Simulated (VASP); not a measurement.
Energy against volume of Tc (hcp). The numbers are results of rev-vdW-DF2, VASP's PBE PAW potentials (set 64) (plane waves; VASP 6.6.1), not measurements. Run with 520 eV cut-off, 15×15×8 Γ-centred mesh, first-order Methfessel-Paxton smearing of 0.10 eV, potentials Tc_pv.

Shape and ions are relaxed at each volume.

| V (Å³/atom) | E (eV/atom) |
|---|---|
| 13.361 | -7.85642 |
| 13.787 | -7.89990 |
| 14.214 | -7.91387 |
| 14.640 | -7.90274 |

Question: Fit these four points and predict the energy of the run at 15.066 Å³/atom.

Answer: A cubic in V^(−2/3), the third-order Birch-Murnaghan form, passes through the four points with V0 = 14.23 Å³/atom and B0 = 312 GPa, and gives -7.8703 eV/atom there. The run gave -7.8703 eV/atom, -0.0 meV/atom from the fit; all five points give B0 = 312 GPa.

The compound is Tc in the hcp structure. It was relaxed first.
